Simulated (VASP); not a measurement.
Calculation: PBE GGA, VASP's PBE PAW potentials (set 64) (plane waves; VASP).

A VASP calculation is set up with these files.

**INCAR**
```
SYSTEM = Nb
PREC = Accurate
ENCUT = 500
EDIFF = 1E-6
NELM = 100
ALGO = Normal
LREAL = .FALSE.
LASPH = .TRUE.
ISMEAR = 1
SIGMA = 0.1
GGA = PE
LMAXMIX = 4
LWAVE = .FALSE.
LCHARG = .FALSE.
IBRION = 2
ISIF = 3
NSW = 40
EDIFFG = -0.02
```

### POSCAR
```
Nb
1
   -1.6526994055     1.6526994055     1.6526994055
    1.6526994055    -1.6526994055     1.6526994055
    1.6526994055     1.6526994055    -1.6526994055
Nb
1
Direct
  0.0000000000   0.0000000000   0.0000000000
```

KPOINTS:
```
Automatic mesh
0
Gamma
15 15 15
0 0 0
```

POTCAR, in this order: Nb_sv (PBE.64 set). Program: vasp_std.

Question: Estimate the energy per atom (σ→0), volume per atom, band gap (on the k-mesh).

Answer: 
```json
{
 "energy per atom (σ→0)": "-10.214 eV/atom",
 "band gap (on the k-mesh)": "none (metal, semimetal or under 0.01 eV)",
 "volume_per_atom": "18.11 Å^3/atom"
}
```

File OSZICAR:
```
...
DAV:   1    -0.102195958312E+02   -0.54283E-02   -0.15484E-01  2976   0.628E+00    0.568E-01
DAV:   2    -0.102147754896E+02    0.48203E-02   -0.11900E-02  3582   0.156E+00    0.158E-01
DAV:   3    -0.102142843973E+02    0.49109E-03   -0.36749E-03  3712   0.680E-01    0.909E-02
DAV:   4    -0.102144025920E+02   -0.11819E-03   -0.12669E-04  3182   0.117E-01    0.497E-02
DAV:   5    -0.102145111975E+02   -0.10861E-03   -0.29256E-04  4104   0.119E-01    0.220E-02
DAV:   6    -0.102145123713E+02   -0.11739E-05   -0.53337E-06  2398   0.327E-02    0.618E-03
DAV:   7    -0.102145129333E+02   -0.56192E-06   -0.95736E-07  1464   0.133E-02
   3 F= -.10214513E+02 E0= -.10214251E+02  d E =-.989090E-04
```

The compound is Nb in the bcc structure. This run relaxes it. Symmetry was kept, so distortions that lower it aren't found.
